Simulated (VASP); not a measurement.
Given:

```xyz
4
Lattice="4.0846 0.0000 0.0000 0.0000 4.0846 0.0000 0.0000 0.0000 4.0846" Properties=species:S:1:pos:R:3 pbc="T T T"
Sc     0.0000     0.0000     0.0000
Al     0.0000     2.0423     2.0423
Al     2.0423     0.0000     2.0423
Al     2.0423     2.0423     0.0000
```

All values below come from r2SCAN meta-GGA, VASP's PBE PAW potentials (set 64) (plane waves; VASP). Run with 480 eV cut-off, 8×8×8 Γ-centred mesh, first-order Methfessel-Paxton smearing of 0.10 eV, potentials Sc_sv Al.

**Question.** The ions, cell shape and volume at an external pressure of 2.0 GPa are relaxed. Predict the relaxed structure.

**Answer.** 
```xyz
4
Lattice="4.0578 0.0000 0.0000 0.0000 4.0578 0.0000 0.0000 0.0000 4.0578" Properties=species:S:1:pos:R:3 pbc="T T T"
Sc     0.0000     0.0000     0.0000
Al     0.0000     2.0289     2.0289
Al     2.0289     0.0000     2.0289
Al     2.0289     2.0289     0.0000
```
Space group Pm-3m (221), at a tolerance of 0.03 Å.

**Question.** How do energy and volume change from the first to the last step?

**Answer.** The energy (σ→0) changes by +2.1 meV/atom and the volume by -2.0 %, in 3 ionic steps.

```csv
step,E(σ→0) (eV),max force (eV/Å),pressure (GPa),volume (Å³)
1,-33.5094,0.000,0.06,68.15
2,-33.4902,0.000,3.09,66.14
3,-33.5009,0.000,2.01,66.81
```

The compound is Al3Sc in the L1_2 structure. This run relaxes it under an external pressure of 2 GPa. Symmetry was kept, so distortions that lower it aren't found.
